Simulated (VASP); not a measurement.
Here is the system:

```xyz
17
Lattice="5.6098 0.0000 0.0000 0.0000 5.6098 0.0000 0.0000 0.0000 20.1170" Properties=species:S:1:pos:R:3 pbc="T T T"
Pt     1.4024     1.4024     7.0834
Pt     4.2073     1.4024     7.0834
Pt     1.4024     4.2073     7.0834
Pt     4.2073     4.2073     7.0834
Pt     0.0000     0.0000     9.0668
Pt     2.8049     0.0000     9.0668
Pt     0.0000     2.8049     9.0668
Pt     2.8049     2.8049     9.0668
Pt     1.4024     1.4024    11.0502
Pt     4.2073     1.4024    11.0502
Pt     1.4024     4.2073    11.0502
Pt     4.2073     4.2073    11.0502
Pt     0.0000     0.0000    13.0335
Pt     2.8049     0.0000    13.0335
Pt     0.0000     2.8049    13.0335
Pt     2.8049     2.8049    13.0335
F      1.4024     0.0000    14.4983
```

The numbers are results of PBE GGA, VASP's PBE PAW potentials (set 64) (plane waves; VASP 6.6.1), not measurements. Numerical set-up: PREC = Normal, EDIFF = 1E-5, 400 eV cut-off, 5×5×1 Γ-centred mesh, first-order Methfessel-Paxton smearing of 0.10 eV, potentials Pt F.

### Question
The ions are relaxed. What does this cell relax into?

### Answer

```xyz
17
Lattice="5.6098 0.0000 0.0000 0.0000 5.6098 0.0000 0.0000 0.0000 20.1170" Properties=species:S:1:pos:R:3 pbc="T T T"
Pt     1.4024     1.3941     7.1368
Pt     4.2073     1.3995     7.1456
Pt     1.4024     4.2157     7.1368
Pt     4.2073     4.2103     7.1456
Pt     0.0010     0.0000     9.0714
Pt     2.8039     0.0000     9.0714
Pt     0.0022     2.8049     9.0688
Pt     2.8027     2.8049     9.0688
Pt     1.4024     1.3870    11.0365
Pt     4.2073     1.3848    11.0254
Pt     1.4024     4.2228    11.0365
Pt     4.2073     4.2250    11.0254
Pt     5.5160     0.0000    13.0303
Pt     2.8986     0.0000    13.0303
Pt     0.0027     2.8049    12.9215
Pt     2.8022     2.8049    12.9215
F      1.4024     0.0000    14.5613
```

### Question
How much energy does the relaxation gain?

### Answer
The energy (σ→0) changes by -20.3 meV/atom, in 13 ionic steps.

The cell is a thin slab with vacuum, built from Pt (fcc): (100) face, F adsorbed.
